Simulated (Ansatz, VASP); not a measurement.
# Cross-check of GaAs between VASP and Ansatz, part 2 of 3

One calculation is typed for both programs; each brings its own data sets. How far apart do they land? The cell is taken from a series of runs on this material, whose earlier steps may have relaxed, scaled, displaced or heated it; both programs get it as it stands.

VASP 6.6.1 and Ansatz 0.2.0.

So far: The structure; Ansatz: zone-centre phonons, LDA.

### 3. VASP: zone-centre phonons, LDA

Level of this step: LDA; plane waves and PAW (Ga_d, As) (VASP).

The same cell, functional (in two slightly different forms), mesh and smearing now go to VASP, with its own data sets.

Lines of VASP's logs that name or quote its potential files are left out, and so is its time.

Input file INCAR:

```
SYSTEM = GaAs
PREC = Accurate
ENCUT = 500
EDIFF = 1E-08
NELM = 120
ISMEAR = 0
SIGMA = 0.02
LREAL = .FALSE.
ALGO = Normal
GGA = PW92
NBANDS = 15
LORBIT = 11
LWAVE = .FALSE.
LCHARG = .FALSE.
ISIF = 2
IBRION = 8
LEPSILON = .TRUE.
LASPH = .TRUE.
GGA_COMPAT = .FALSE.
EFERMI = MIDGAP
KPAR = 2
```

Input file POSCAR:

```
GaAs
1.0
    0.0000000000      2.8384298852      2.8384298852
    2.8384298852      0.0000000000      2.8384298852
    2.8384298852      2.8384298852      0.0000000000
Ga As
1 1
Direct
    0.0000000000      0.0000000000      0.0000000000
    0.7500000000      0.7500000000      0.7500000000
```

Input file KPOINTS:

```
Automatic mesh
0
Gamma
12 12 12
0 0 0
```

Potentials, in the order of the species: Ga_d and As (LDA family, release 64).

Command:

```bash
mpirun -np 2 vasp_std
```

The log of the run:

```text
[banner, memory and clock lines left out]
running    2 mpi-ranks, on    1 nodes
 distrk:  each k-point on    1 cores,    2 groups
 distr:  one band on    1 cores,    1 groups

 POSCAR found type information on POSCAR GaAs
 POSCAR found :  2 types and       2 ions
|                                                                             |
|               ----> ADVICE to this user running VASP <----                  |
|                                                                             |
|     You enforced a specific xc type in the INCAR file but a different       |
|     [... a line on the potential file left out ...]
|     I HOPE YOU KNOW WHAT YOU ARE DOING!                                     |
|                                                                             |

 LDA part: xc-table for (Slater(with rela. corr.)+PW92), standard interpolation
 POSCAR, INCAR and KPOINTS ok, starting setup
 FFT: planning ... GRIDC
 FFT: planning ... GRID_SOFT
 FFT: planning ... GRID
 WAVECAR not read
 entering main loop
       N       E                     dE             d eps       ncg     rms          rms(c)
DAV:   1     0.808911704023E+02    0.80891E+02   -0.90089E+03  2200   0.161E+03
DAV:   2    -0.344878965134E+01   -0.84340E+02   -0.80778E+02  2489   0.311E+02
DAV:   3    -0.974542674653E+01   -0.62966E+01   -0.62757E+01  2615   0.683E+01
DAV:   4    -0.984437698134E+01   -0.98950E-01   -0.98935E-01  2610   0.963E+00
DAV:   5    -0.984590752731E+01   -0.15305E-02   -0.15305E-02  2735   0.108E+00    0.293E+00
DAV:   6    -0.966656701320E+01    0.17934E+00   -0.22723E-01  3345   0.843E+00    0.171E+00
DAV:   7    -0.962763623691E+01    0.38931E-01   -0.61252E-02  3063   0.187E+00    0.520E-01
DAV:   8    -0.962436379035E+01    0.32724E-02   -0.85569E-03  2699   0.106E+00    0.958E-02
DAV:   9    -0.962434406199E+01    0.19728E-04   -0.68823E-04  2700   0.348E-01    0.425E-02
DAV:  10    -0.962435006765E+01   -0.60057E-05   -0.37520E-05  3213   0.598E-02    0.223E-02
DAV:  11    -0.962435498476E+01   -0.49171E-05   -0.65166E-06  2510   0.404E-02    0.206E-03
DAV:  12    -0.962435488323E+01    0.10153E-06   -0.43183E-07  3066   0.932E-03    0.176E-03
DAV:  13    -0.962435488406E+01   -0.83401E-09   -0.71598E-08  2678   0.204E-03
   1 F= -.96243549E+01 E0= -.96243549E+01  d E =-.906219E-20
 Linear response reoptimize wavefunctions to high precision
DAV:   1    -0.962435488432E+01   -0.26057E-09   -0.11064E-09  2171   0.275E-04
DAV:   2    -0.962435488436E+01   -0.37289E-10   -0.10800E-10  1549   0.108E-04
 Linear response G [H, r] |phi>, progress :
  Direction:   1
       N       E                     dE             d eps       ncg     rms
RMM:   1    -0.419203914553E+02   -0.41920E+02    0.23369E+02  2538   0.226E+02
RMM:   2    -0.533352858249E+02   -0.11415E+02   -0.38462E+01  4449   0.348E+01
RMM:   3    -0.541310352132E+02   -0.79575E+00   -0.23516E+00  4299   0.830E+00
RMM:   4    -0.541889095305E+02   -0.57874E-01   -0.31551E-01  4615   0.257E+00
RMM:   5    -0.541806201647E+02    0.82894E-02   -0.42046E-02  4648   0.650E-01
RMM:   6    -0.541788603402E+02    0.17598E-02   -0.80246E-03  4772   0.204E-01
RMM:   7    -0.541784810584E+02    0.37928E-03   -0.29106E-03  4842   0.699E-02
RMM:   8    -0.541782845498E+02    0.19651E-03   -0.75391E-04  4920   0.276E-02
RMM:   9    -0.541782291150E+02    0.55435E-04   -0.17225E-04  4835   0.127E-02
RMM:  10    -0.541781844960E+02    0.44619E-04    0.27943E-04  4693   0.686E-03
RMM:  11    -0.541782021620E+02   -0.17666E-04    0.10373E-04  4150   0.450E-03
RMM:  12    -0.541782099480E+02   -0.77860E-05    0.26116E-05  3605   0.357E-03
RMM:  13    -0.541782116683E+02   -0.17204E-05    0.89502E-06  3004   0.311E-03
RMM:  14    -0.541782150410E+02   -0.33726E-05   -0.24775E-05  2754   0.298E-03
RMM:  15    -0.541782144422E+02    0.59881E-06   -0.18800E-05  2642   0.284E-03
RMM:  16    -0.541782136701E+02    0.77204E-06   -0.11086E-05  2560   0.282E-03
RMM:  17    -0.541782153266E+02   -0.16565E-05   -0.27557E-05  2469   0.280E-03
 Linear response G [H, r] |phi>, progress :
  Direction:   2
       N       E                     dE             d eps       ncg     rms
RMM:   1    -0.413982635017E+02   -0.41398E+02    0.20558E+02  2574   0.226E+02
RMM:   2    -0.555874390941E+02   -0.14189E+02   -0.31761E+01  4441   0.338E+01
RMM:   3    -0.569843149425E+02   -0.13969E+01   -0.23271E+00  4300   0.813E+00
RMM:   4    -0.570440027082E+02   -0.59688E-01   -0.27974E-01  4581   0.249E+00
RMM:   5    -0.570386142110E+02    0.53885E-02   -0.41702E-02  4584   0.629E-01
RMM:   6    -0.570368667694E+02    0.17474E-02   -0.77554E-03  4691   0.190E-01
RMM:   7    -0.570365061497E+02    0.36062E-03   -0.30039E-03  4779   0.636E-02
RMM:   8    -0.570363090093E+02    0.19714E-03   -0.84802E-04  4836   0.239E-02
RMM:   9    -0.570362574975E+02    0.51512E-04   -0.31321E-04  4782   0.106E-02
[...]
N       E                     dE             d eps       ncg     rms          rms(c)
RMM:   1    -0.396973221028E+00   -0.39697E+00    0.80845E+00  2325   0.912E+00
RMM:   2    -0.766382672835E+01   -0.72669E+01    0.46492E-01  4201   0.203E+00
RMM:   3    -0.773189035016E+01   -0.68064E-01   -0.36564E-02  4534   0.604E-01
RMM:   4    -0.773245475048E+01   -0.56440E-03   -0.85952E-04  4596   0.121E-01
[...]
RMM:  13    -0.722802664262E+01   -0.53198E-06    0.23437E-07  8248   0.102E-04    0.463E-06
 change of polarisation eV/A/(eV/A) component  1 :    14.186     1.170     0.538
 dielectric tensor                  component  1 :    57.124     4.628     2.128
 Linear response to external field, progress :
  Direction:   2
       N       E                     dE             d eps       ncg     rms          rms(c)
RMM:   1    -0.367408753772E+00   -0.36741E+00    0.58799E+00  9056   0.812E+00
RMM:   2    -0.712936530850E+01   -0.67620E+01    0.46162E-01 16273   0.185E+00    0.211E+00
RMM:   3    -0.714704253065E+01   -0.17677E-01   -0.33790E-02 16729   0.114E+00    0.125E+00
RMM:   4    -0.722424295462E+01   -0.77200E-01   -0.39409E-02 16674   0.134E+00    0.102E-01
RMM:   5    -0.722269941764E+01    0.15435E-02   -0.26716E-03 16700   0.366E-01    0.521E-02
RMM:   6    -0.722734731814E+01   -0.46479E-02   -0.22270E-04 17545   0.102E-01    0.146E-02
RMM:   7    -0.722779266437E+01   -0.44535E-03   -0.50972E-06 17174   0.292E-02    0.360E-03
RMM:   8    -0.722805161860E+01   -0.25895E-03   -0.48317E-06 17511   0.100E-02    0.667E-04
RMM:   9    -0.722803535886E+01    0.16260E-04    0.48438E-07 17902   0.359E-03    0.317E-04
RMM:  10    -0.722802622785E+01    0.91310E-05   -0.16204E-07 17571   0.134E-03    0.542E-05
RMM:  11    -0.722802654822E+01   -0.32038E-06    0.34999E-07 17201   0.525E-04    0.355E-05
RMM:  12    -0.722802822178E+01   -0.16736E-05    0.17224E-07 15011   0.221E-04    0.109E-05
RMM:  13    -0.722802874483E+01   -0.52305E-06    0.29314E-07  8274   0.103E-04    0.479E-06
 change of polarisation eV/A/(eV/A) component  2 :     1.077    14.186     0.538
 dielectric tensor                  component  2 :     4.261    57.124     2.131
 Linear response to external field, progress :
  Direction:   3
       N       E                     dE             d eps       ncg     rms          rms(c)
RMM:   1    -0.363372103098E+00   -0.36337E+00    0.59203E+00  9054   0.811E+00
RMM:   2    -0.712865600729E+01   -0.67653E+01    0.46873E-01 16272   0.185E+00    0.211E+00
RMM:   3    -0.714735116589E+01   -0.18695E-01   -0.37462E-02 16731   0.114E+00    0.125E+00
RMM:   4    -0.722422323877E+01   -0.76872E-01   -0.39100E-02 16663   0.134E+00    0.102E-01
RMM:   5    -0.722270022455E+01    0.15230E-02   -0.26536E-03 16701   0.366E-01    0.524E-02
RMM:   6    -0.722735219663E+01   -0.46520E-02   -0.23159E-04 17543   0.102E-01    0.147E-02
RMM:   7    -0.722779197235E+01   -0.43978E-03   -0.68398E-06 17178   0.292E-02    0.360E-03
RMM:   8    -0.722805163391E+01   -0.25966E-03   -0.68928E-06 17489   0.100E-02    0.669E-04
RMM:   9    -0.722803522600E+01    0.16408E-04    0.50466E-07 17909   0.359E-03    0.323E-04
RMM:  10    -0.722802591001E+01    0.93160E-05   -0.26139E-07 17565   0.134E-03    0.546E-05
RMM:  11    -0.722802626819E+01   -0.35818E-06    0.40814E-07 17231   0.526E-04    0.357E-05
RMM:  12    -0.722802793133E+01   -0.16631E-05    0.16776E-07 15077   0.222E-04    0.109E-05
RMM:  13    -0.722802845281E+01   -0.52149E-06    0.26418E-07  8324   0.102E-04    0.501E-06
 change of polarisation eV/A/(eV/A) component  3 :     0.898     0.810    14.186
 dielectric tensor                  component  3 :     3.551     3.203    57.124
 Linear response DOF=           2
 Linear response progress:
  Degree of freedom:   1/  2
       N       E                     dE             d eps       ncg     rms          rms(c)
RMM:   1    -0.167111001733E+00   -0.16711E+00    0.99326E-02 10618   0.843E+00
RMM:   2    -0.165555745191E+00    0.15553E-02   -0.25386E-02 16025   0.135E+00    0.430E-02
RMM:   3    -0.165765542208E+00   -0.20980E-03   -0.35902E-03 16722   0.400E-01    0.270E-02
RMM:   4    -0.165595788255E+00    0.16975E-03   -0.14785E-03 17747   0.175E-01    0.946E-03
RMM:   5    -0.165592215732E+00    0.35725E-05   -0.70664E-05 17316   0.409E-02    0.356E-03
RMM:   6    -0.165590266242E+00    0.19495E-05   -0.26141E-05 17355   0.151E-02    0.492E-04
RMM:   7    -0.165586323634E+00    0.39426E-05   -0.11224E-05 17225   0.628E-03    0.277E-04
RMM:   8    -0.165587087752E+00   -0.76412E-06   -0.69456E-06 17324   0.266E-03    0.777E-05
RMM:   9    -0.165587265393E+00   -0.17764E-06   -0.31816E-06 17114   0.117E-03    0.294E-05
RMM:  10    -0.165587285104E+00   -0.19711E-07   -0.20796E-06 17716   0.541E-04    0.152E-05
RMM:  11    -0.165587206187E+00    0.78916E-07   -0.10531E-06 16946   0.246E-04    0.511E-06
RMM:  12    -0.165587138131E+00    0.68056E-07   -0.54097E-07 17241   0.123E-04    0.355E-06
RMM:  13    -0.165587153137E+00   -0.15005E-07   -0.28704E-07 17106   0.659E-05    0.545E-07
RMM:  14    -0.165587147519E+00    0.56172E-08   -0.17755E-07 17301   0.377E-05    0.409E-07
RMM:  15    -0.165587143818E+00    0.37014E-08   -0.13065E-07 13951   0.242E-05    0.142E-07
RMM:  16    -0.165587139260E+00    0.45579E-08   -0.65130E-08 12486   0.182E-05    0.523E-08
 first order change of Fermi-energy   0.10222E+01
 force on displaced ion       1 direction 1 :  -8.749   0.000   0.000
 Born effective charge ion    1 direction 1 :   2.159   0.000   0.000
 Linear response progress:
  Degree of freedom:   2/  2
       N       E                     dE             d eps       ncg     rms          rms(c)
RMM:   1    -0.451663642675E-01   -0.45166E-01    0.62101E-02 18695   0.148E+00
RMM:   2    -0.444861255277E-01    0.68024E-03   -0.40762E-03 15002   0.383E-01    0.806E-02
RMM:   3    -0.444270834511E-01    0.59042E-04   -0.38482E-04 16885   0.124E-01    0.444E-02
RMM:   4    -0.445690865400E-01   -0.14200E-03   -0.85628E-05 16610   0.546E-02    0.389E-03
RMM:   5    -0.445698670057E-01   -0.78047E-06   -0.86452E-06 17413   0.167E-02    0.225E-03
RMM:   6    -0.445579274316E-01    0.11940E-04   -0.59403E-07 16588   0.514E-03    0.568E-04
RMM:   7    -0.445579511719E-01   -0.23740E-07    0.11640E-08 17175   0.187E-03    0.290E-04
RMM:   8    -0.445569261172E-01    0.10251E-05    0.20092E-08 16643   0.732E-04    0.432E-05
RMM:   9    -0.445568215275E-01    0.10459E-06   -0.67602E-09 17606   0.245E-04    0.142E-05
RMM:  10    -0.445567516859E-01    0.69842E-07   -0.25942E-09 16790   0.937E-05    0.460E-06
RMM:  11    -0.445567471471E-01    0.45387E-08    0.24979E-10 16838   0.383E-05    0.147E-06
 first order change of Fermi-energy  -0.10219E+01
 force on displaced ion       2 direction 1 :  -8.810   0.000   0.000
 Born effective charge ion    2 direction 1 :  -2.284   0.000   0.000
 Born effective charges drift removed
 Linear response finished
```

(Part 2 of 3 ends here.)

[Lines on the potential files, build, host, timing and source positions are cut from VASP's logs without a mark.]

[Logs are printed without paths, hosts, clocks, repeated set-up lines and the standing remarks that a program may print on its own settings, such as how far it seeks lower states.]

[Hosts, paths, dates, database ids (printed as entryN), source tags and the programs' standing remarks are cut or masked in the printed files.]
